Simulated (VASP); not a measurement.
These are vdW-DF-cx, VASP's PBE PAW potentials (set 64) (plane waves; VASP) values and carry that method's errors.

Input for VASP

POSCAR:
```
SiC
1.0
  0.0000000000   2.1800000000   2.1800000000
  2.1800000000   0.0000000000   2.1800000000
  2.1800000000   2.1800000000   0.0000000000
Si C
1 1
direct
  0.0000000000   0.0000000000   0.0000000000
  0.2500000000   0.2500000000   0.2500000000
```

### KPOINTS
```
Automatic mesh
0
Gamma
9 9 9
0 0 0
```

INCAR:
```
SYSTEM = SiC
PREC = Accurate
ENCUT = 520
EDIFF = 1E-6
NELM = 100
ALGO = Normal
LREAL = .FALSE.
LASPH = .TRUE.
ISMEAR = 0
SIGMA = 0.05
GGA = CX
LUSE_VDW = .TRUE.
AGGAC = 0.0
LWAVE = .FALSE.
LCHARG = .FALSE.
IBRION = 2
ISIF = 3
NSW = 60
EDIFFG = -0.01
```

POTCAR, in this order: Si C (PBE.64 set). Program: vasp_std.

The run wrote:

### OSZICAR
```
       N       E                     dE             d eps       ncg     rms          rms(c)
DAV:   1     0.587810092706E+01    0.58781E+01   -0.40135E+03   584   0.825E+02
DAV:   2    -0.145564887420E+02   -0.20435E+02   -0.18439E+02   800   0.105E+02
DAV:   3    -0.148974660780E+02   -0.34098E+00   -0.34098E+00   672   0.168E+01
DAV:   4    -0.148985671276E+02   -0.11010E-02   -0.11010E-02   832   0.100E+00
DAV:   5    -0.148985691976E+02   -0.20700E-05   -0.20700E-05   696   0.251E-02    0.889E+00
DAV:   6    -0.131752904963E+02    0.17233E+01   -0.71709E+00   616   0.151E+01    0.403E+00
DAV:   7    -0.131190842736E+02    0.56206E-01   -0.35942E-01   856   0.416E+00    0.185E+00
DAV:   8    -0.131112678467E+02    0.78164E-02   -0.18960E-02   576   0.127E+00    0.147E-01
DAV:   9    -0.131114383112E+02   -0.17046E-03   -0.73401E-04   888   0.222E-01    0.104E-01
DAV:  10    -0.131115220039E+02   -0.83693E-04   -0.15023E-04   664   0.102E-01    0.204E-02
DAV:  11    -0.131115220154E+02   -0.11491E-07   -0.22364E-05   744   0.302E-02    0.606E-03
DAV:  12    -0.131115224375E+02   -0.42206E-06   -0.68300E-07   408   0.697E-03
   1 F= -.13111522E+02 E0= -.13111522E+02  d E =-.131115E+02
       N       E                     dE             d eps       ncg     rms          rms(c)
DAV:   1    -0.131125533714E+02   -0.10314E-02   -0.50512E-02   592   0.195E+00    0.251E-01
DAV:   2    -0.131116623416E+02    0.89103E-03   -0.23615E-03   688   0.316E-01    0.124E-01
DAV:   3    -0.131114798261E+02    0.18252E-03   -0.30454E-04   688   0.123E-01    0.334E-02
DAV:   4    -0.131114462163E+02    0.33610E-04   -0.46890E-05   624   0.420E-02    0.147E-02
DAV:   5    -0.131114448376E+02    0.13787E-05   -0.12682E-06   592   0.934E-03    0.856E-03
DAV:   6    -0.131114443994E+02    0.43822E-06   -0.13070E-07   288   0.330E-03
   2 F= -.13111444E+02 E0= -.13111444E+02  d E =0.780381E-04
       N       E                     dE             d eps       ncg     rms          rms(c)
DAV:   1    -0.131124243081E+02   -0.97947E-03   -0.13590E-02   608   0.102E+00    0.131E-01
DAV:   2    -0.131121861969E+02    0.23811E-03   -0.62460E-04   672   0.163E-01    0.648E-02
DAV:   3    -0.131121415946E+02    0.44602E-04   -0.82800E-05   696   0.641E-02    0.171E-02
DAV:   4    -0.131121355382E+02    0.60564E-05   -0.12317E-05   608   0.215E-02    0.766E-03
DAV:   5    -0.131121358851E+02   -0.34693E-06   -0.32797E-07   304   0.487E-03
   3 F= -.13112136E+02 E0= -.13112136E+02  d E =-.613448E-03
```

### OUTCAR
```
------------------------ aborting loop because EDIFF is reached ----------------------------------------
  FORCE on cell =-STRESS in cart. coord.  units (eV):
  Direction    XX          YY          ZZ          XY          YZ          ZX
  --------------------------------------------------------------------------------------
  Total        0.0011511      0.0011511      0.0011511      0.0000000     -0.0000000      0.0000000
  in kB        0.0884236      0.0884236      0.0884236      0.0000000     -0.0000000      0.0000000
  external PRESSURE =       0.0884236 kB  Pullay stress =       0.0000000 kB
  volume of cell :       20.86
      direct lattice vectors                 reciprocal lattice vectors
     0.000000000  2.184780501  2.184780501    -0.228855942  0.228855942  0.228855942
     2.184780501  0.000000000  2.184780501     0.228855942 -0.228855942  0.228855942
     2.184780501  2.184780501 -0.000000000     0.228855942  0.228855942 -0.228855942
  FREE ENERGIE OF THE ION-ELECTRON SYSTEM (eV)
  ---------------------------------------------------
  free  energy   TOTEN  =       -13.1121358851 eV

  energy  without entropy=      -13.1121358851  energy(sigma->0) =      -13.11213589

 reached required accuracy - stopping structural energy minimisation
```
(Selected blocks of OUTCAR.)

File CONTCAR:
```
SiC
   1.00000000000000
     0.0000000000000000    2.1847805009747425    2.1847805009747425
     2.1847805009747425    0.0000000000000000    2.1847805009747425
     2.1847805009747425    2.1847805009747425   -0.0000000000000000
  Si              C
     1     1
Direct
     0.0000000000000000    0.0000000000000000    0.0000000000000000
     0.2500000000000000    0.2500000000000000    0.2500000000000000
```

The compound is SiC in the zinc blende structure. This run relaxes it. Symmetry was kept, so distortions that lower it aren't found.
